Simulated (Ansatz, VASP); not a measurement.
# Cross-check of InGaSbAs between VASP and Ansatz, part 2 of 2

One calculation is typed for both programs; each brings its own data sets. How far apart do they land? The cell is generated by rule, not measured, and may not be a known phase. The cell is taken from a series of runs on this material, whose earlier steps may have relaxed, scaled, displaced or heated it; both programs get it as it stands.

VASP 6.6.1 and Ansatz 0.2.0.

So far: Starting point; Ansatz: single point, HSE06.

### Step 3. VASP: single point, HSE06

Level of this step: HSE06; plane waves and PAW (In_d, As, Ga_d, Sb); invented cell (VASP).

The same cell, functional, mesh and smearing now go to VASP, with its own data sets.

Lines of VASP's logs that name or quote its potential files are left out, and so is its time.

The run reads the wave functions of an earlier VASP run, which isn't shown here.

File INCAR:

```
SYSTEM = InGaSbAs
PREC = Accurate
ENCUT = 400
EDIFF = 1E-06
NELM = 100
ISMEAR = -1
SIGMA = 0.03
LREAL = .FALSE.
ALGO = Normal
LHFCALC = .TRUE.
AEXX = 0.25
GGA = PE
HFSCREEN = 0.208
LASPH = .TRUE.
NBANDS = 24
PRECFOCK = Fast
LORBIT = 11
LWAVE = .FALSE.
LCHARG = .FALSE.
KPAR = 8
ISIF = 2
```

File POSCAR:

```
InGaSbAs
1.0
    4.3273715747      0.0000000000      0.0000000000
    0.0000000000      4.2852318524      0.0000000000
    0.0000000000      0.0000000000      6.1213894151
In As Ga Sb
1 1 1 1
Direct
    0.0000000000      0.0000000000      0.1421160054
    0.5000000000      0.0000000000      0.3902374247
    0.5000000000      0.5000000000      0.6075232557
    0.0000000000      0.5000000000      0.8533768713
```

File KPOINTS:

```
Automatic mesh
0
Gamma
4 4 4
0 0 0
```

Potentials, in the order of the species: In_d, As, Ga_d and Sb (PBE family, release 64).

The run is started by

```
> mpirun -np 8 vasp_std
```

Numbers of over 12 decimals in the logs are rounded to 6 here.

Output:

```text
[banner, memory and clock lines left out]
running    8 mpi-ranks, on    1 nodes
 distrk:  each k-point on    1 cores,    8 groups
 distr:  one band on    1 cores,    1 groups

 POSCAR found type information on POSCAR InAsGaSb
 POSCAR found :  4 types and       4 ions
|                                                                             |
|           W    W    AA    RRRRR   N    N  II  N    N   GGGG   !!!           |
|           W    W   A  A   R    R  NN   N  II  NN   N  G    G  !!!           |
|           W    W  A    A  R    R  N N  N  II  N N  N  G       !!!           |
|           W WW W  AAAAAA  RRRRR   N  N N  II  N  N N  G  GGG   !            |
|           WW  WW  A    A  R   R   N   NN  II  N   NN  G    G                |
|           W    W  A    A  R    R  N    N  II  N    N   GGGG   !!!           |
|                                                                             |
|     For optimal performance we recommend to set                             |
|       NCORE = 2 up to number-of-cores-per-socket                            |
|     NCORE specifies how many cores store one orbital (NPAR=cpu/NCORE).      |
|     This setting can greatly improve the performance of VASP for DFT.       |
|     The default, NCORE=1 might be grossly inefficient on modern             |
|     multi-core architectures or massively parallel machines. Do your        |
|     Unfortunately you need to use the default for GW and RPA                |
|     calculations (for HF NCORE is supported but not extensively tested      |
|     yet).                                                                   |
|                                                                             |

 LDA part: xc-table for (Slater+PW92), standard interpolation
 found WAVECAR, reading the header
 POSCAR, INCAR and KPOINTS ok, starting setup
 FFT: planning ... GRIDC
 FFT: planning ... GRID_SOFT
 FFT: planning ... GRID
 reading WAVECAR
 the WAVECAR file was read successfully
 initial charge from wavefunction
 entering main loop
       N       E                     dE             d eps       ncg     rms          rms(c)
DAV:   1    -0.179462488150E+02   -0.17946E+02   -0.29141E+00  1728   0.173E+01    0.189E+01
DAV:   2    -0.179687611714E+02   -0.22512E-01   -0.15588E-01  1544   0.358E+00    0.125E+01
DAV:   3    -0.179654412291E+02    0.33199E-02   -0.13115E-02  1896   0.118E+00    0.790E+00
DAV:   4    -0.179640737912E+02    0.13674E-02   -0.16563E-03  1664   0.358E-01    0.476E+00
DAV:   5    -0.179636697477E+02    0.40404E-03   -0.41517E-04  1544   0.144E-01    0.285E+00
DAV:   6    -0.179635573794E+02    0.11237E-03   -0.88646E-05  1608   0.721E-02    0.170E+00
DAV:   7    -0.179635222817E+02    0.35098E-04   -0.19196E-05  1560   0.351E-02    0.101E+00
DAV:   8    -0.179635126183E+02    0.96634E-05   -0.59428E-06  1400   0.180E-02    0.601E-01
DAV:   9    -0.179635113402E+02    0.12781E-05   -0.24608E-06  1352   0.110E-02    0.355E-01
DAV:  10    -0.179635122767E+02   -0.93653E-06   -0.79920E-07  1016   0.653E-03
   1 F= -.17963512E+02 E0= -.17963376E+02  d E =-.273417E-03
```

From OUTCAR (step 3):

```text
ion  position               nearest neighbor table
   1  0.000  0.000  0.142-   2 2.64   2 2.64   4 2.78   4 2.78
   2  0.500  0.000  0.390-   3 2.52   3 2.52   1 2.64   1 2.64
   3  0.500  0.500  0.608-   2 2.52   2 2.52   4 2.64   4 2.64
   4  0.000  0.500  0.853-   3 2.64   3 2.64   1 2.78   1 2.78

  LATTYP: Found a simple orthorhombic cell.
 ALAT       =     4.2852318524
 B/A-ratio  =     1.0098337088
 C/A-ratio  =     1.4284849982

 Subroutine GETGRP returns: Found  4 space group operations
 (whereof  4 operations were pure point group operations)

The static configuration has the point symmetry C_2v.

 Found     27 irreducible k-points:

   k-points           NKPTS =     27   k-points in BZ     NKDIM =     64   number of bands    NBANDS=     24

   dimension x,y,z NGX =    28 NGY =   28 NGZ =   40
   dimension x,y,z NGXF=    56 NGYF=   56 NGZF=   80

   ENCUT  =  400.0 eV  29.40 Ry    5.42 a.u.   7.06  6.99  9.98*2*pi/ulx,y,z

   NELECT =      36.0000    total number of electrons

 k-points in reciprocal lattice and weights: Automatic mesh
   0.00000000  0.00000000  0.00000000       0.016
   0.25000000  0.00000000  0.00000000       0.031
   0.50000000  0.00000000  0.00000000       0.016
   0.00000000  0.25000000  0.00000000       0.031
   0.25000000  0.25000000  0.00000000       0.062
   0.50000000  0.25000000  0.00000000       0.031
   0.00000000  0.50000000  0.00000000       0.016
   0.25000000  0.50000000  0.00000000       0.031
   0.50000000  0.50000000  0.00000000       0.016
[...]
0.25000000  0.50000000  0.50000000       0.031
   0.50000000  0.50000000  0.50000000       0.016

  exchange ACFDT corr.  =         0.00000000  see jH, gK, PRB 81, 115126

 average (electrostatic) potential at core
       1 -90.4570       2 -46.1366       3 -58.9629       4 -83.6498

 E-fermi :   4.5374

 k-point     1 :       0.0000    0.0000    0.0000
  band No.  band energies     occupation
    ...
     14       1.4413      2.00000
     15       1.4832      2.00000
     16       4.0871      2.00000
     17       4.1869      1.99998
     18       4.4362      1.93377
     19       4.6386      0.06632
     20       6.1557      0.00000
     21       6.5923      0.00000
     22       8.2556      0.00000
     23       8.3047      0.00000
    ...

 k-point     2 :       0.2500    0.0000    0.0000
  band No.  band energies     occupation
    ...
     14       0.4632      2.00000
     15       1.1168      2.00000
     16       1.7869      2.00000
     17       2.9360      2.00000
     18       4.2129      1.99996
     19       5.8589      0.00000
     20       7.5271      0.00000
     21       8.4582      0.00000
     22       8.7531      0.00000
     23       8.8542      0.00000
    ...

 k-point     3 :       0.5000    0.0000    0.0000
  band No.  band energies     occupation
    ...
     14      -1.1015      2.00000
     15       0.8024      2.00000
     16       1.1995      2.00000
     17       2.2930      2.00000
     18       3.7934      2.00000
     19       6.3278      0.00000
     20       8.2685      0.00000
     21       9.3561      0.00000
     22       9.3715      0.00000
     23      10.0001      0.00000
    ...

  Total        0.2698776      0.3654710     -0.1546778      0.0000000      0.0000000      0.0000000
  in kB        3.8091579      5.1584003     -2.1831829      0.0000000      0.0000000      0.0000000
  external PRESSURE =       2.2614584 kB  Pullay stress =       0.0000000 kB

  energy-cutoff  :      400.00
  volume of cell :      113.51
      direct lattice vectors                 reciprocal lattice vectors
     4.327371575  0.000000000  0.000000000     0.231087158  0.000000000  0.000000000
     0.000000000  4.285231852  0.000000000     0.000000000  0.233359602  0.000000000
     0.000000000  0.000000000  6.121389415     0.000000000  0.000000000  0.163361605

 POSITION                                       TOTAL-FORCE (eV/Angst)
 -----------------------------------------------------------------------------------
      0.00000      0.00000      0.86995         0.000000      0.000000     -0.110343
      2.16369      0.00000      2.38880         0.000000      0.000000     -0.003874
      2.16369      2.14262      3.71889         0.000000      0.000000      0.073686
      0.00000      2.14262      5.22385         0.000000      0.000000      0.040532
 -----------------------------------------------------------------------------------
    total drift:                                0.000000      0.000001      0.001128

  FREE ENERGIE OF THE ION-ELECTRON SYSTEM (eV)
  ---------------------------------------------------
  free  energy   TOTEN  =       -17.9635122767 eV

  energy  without entropy=      -17.9632388599  energy(sigma->0) =      -17.96337557

 total charge
# of ion       s       p       d       tot
------------------------------------------
    1        0.867   0.755   9.890  11.511
    2        1.227   1.585   0.025   2.836
    3        0.846   0.734   9.990  11.569
    4        1.135   1.590   0.025   2.750
--------------------------------------------------
tot          4.074   4.663  19.930  28.667

[... 3 further parts left out ...]
```

The run ends at a pressure of 0.23 GPa, with forces up to 0.11 eV/Å.

### Step 4. Comparison

Known differences besides the potentials themselves: exact exchange at q = 0 is treated differently, which shows on coarse meshes; VASP keeps PBE cores, Ansatz makes them for the functional; the data sets hold 56 valence electrons in Ansatz (on its default PAW (the set named soft_2) files) and 36 in VASP; the cutoff is 420 eV in Ansatz and 400 eV in VASP; VASP takes a coarser grid for exact exchange (PRECFOCK = Fast). Total energies have different zeros and are not compared.

Both answers:

```tsv
quantity	Ansatz	VASP	difference
gap on the k mesh (eV)	0.190	0.202	-0.012
```

A gap on the mesh is an upper bound, since the band edges may lie between its points.

### Step 5. Outcome

```json
{"difference in gap on the k mesh (single point, HSE06)": "-0.012 eV"}
```

**Reading.** The difference in gap on the k mesh is -0.012 eV (single point, HSE06), within the 0.08 eV picked in this series as the mark of a large difference. The data sets hold unlike numbers of valence electrons (56 in Ansatz and 36 in VASP), so part of the differences comes from the potentials. Such differences can come from data sets, numerical settings and the points named under the comparisons, not from the functional's error against experiment.

[Lines on the potential files, build, host, timing and source positions are cut from VASP's logs without a mark.]

[Logs are printed without paths, hosts, clocks, repeated set-up lines and the standing remarks that a program may print on its own settings, such as how far it seeks lower states.]

[Hosts, paths, dates, database ids (printed as entryN), source tags and the programs' standing remarks are cut or masked in the printed files.]
